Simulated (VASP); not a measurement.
A convergence study with VASP on PbSe (rock salt): one setting is varied, all else stays as given below, so the limit is that of these other settings. Each run relaxes cell and ions from the cell shown.

```
PbSe
1.0
    0.00000     3.06000     3.06000
    3.06000     0.00000     3.06000
    3.06000     3.06000     0.00000
Pb Se
1 1
Direct
  0.00000   0.00000   0.00000
  0.50000   0.50000   0.50000
```

Level of theory: PBE GGA, VASP's PBE PAW potentials (set 64) (plane waves; VASP). The tightest run used: 550 eV cut-off, 11×11×11 Γ-centred mesh, Gaussian smearing of 0.050 eV, potentials Pb_d Se.

Unless said otherwise, spin-orbit coupling is left out, though it shifts the bands of the heavy elements here. Gaps are read on the run's mesh, which can miss a band edge.

Q: The settings run are 2×2×2 mesh; 3×3×3 mesh; 4×4×4 mesh; 5×5×5 mesh; 7×7×7 mesh; 8×8×8 mesh; 9×9×9 mesh; 10×10×10 mesh; 11×11×11 mesh. From which on does the relaxed volume stay within 0.05 Å³/atom of the tightest run?

A: From 7×7×7 mesh on: it is off by 0.022 there and by no more than 0.05 in any finer run, while 5×5×5 mesh is off by 0.083.
```
setting        relaxed volume (Å³/atom)  E (eV/atom)  gap on the mesh (eV)  irreducible k-points  difference judged (Å³/atom)
-------------  ------------------------  -----------  --------------------  --------------------  ---------------------------
2×2×2 mesh                       34.291      -3.4744                 0.481                     3                        4.254
3×3×3 mesh                       29.520      -4.1502                 2.019                     4                        0.516
4×4×4 mesh                       30.040      -4.0941                 0.437                     8                        0.004
5×5×5 mesh                       29.953      -4.1036                 1.215                    10                        0.083
7×7×7 mesh                       30.015      -4.0996                 0.913                    20                        0.022
8×8×8 mesh                       30.032      -4.0990                 0.436                    29                        0.004
9×9×9 mesh                       30.031      -4.0989                 0.759                    35                        0.006
10×10×10 mesh                    30.038      -4.0987                 0.437                    47                        0.002
11×11×11 mesh                    30.037      -4.0987                 0.669                    56                        0.000
```

Left out are rungs that failed or repeat a setting and relaxations that didn't move; long series are thinned to 24 rows.

The compound is PbSe in the rock salt structure.
